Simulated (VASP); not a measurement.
```xyz
2
Lattice="0.0000 2.3831 2.3831 2.3831 0.0000 2.3831 2.3831 2.3831 0.0000" Properties=species:S:1:pos:R:3 pbc="T T T"
Ca     0.0000     0.0000     0.0000
O      2.3831     2.3831     2.3831
```

All values below come from LDA (Ceperley-Alder, Perdew-Zunger), VASP's LDA PAW potentials (set 64) (plane waves; VASP). Numerical set-up: 520 eV cut-off, 10×10×10 Γ-centred mesh, Gaussian smearing of 0.050 eV, potentials Ca_sv O.

### Question
Give the stress tensor in GPa (positive for a compressed cell).

### Answer

```
-3.55   0.00   0.00
 0.00  -3.55   0.00
 0.00   0.00  -3.55
```
The pressure is its mean diagonal, -3.55 GPa.

The compound is CaO in the rock salt structure. This cell is one point of a volume scan, at 1.03 of the reference volume.
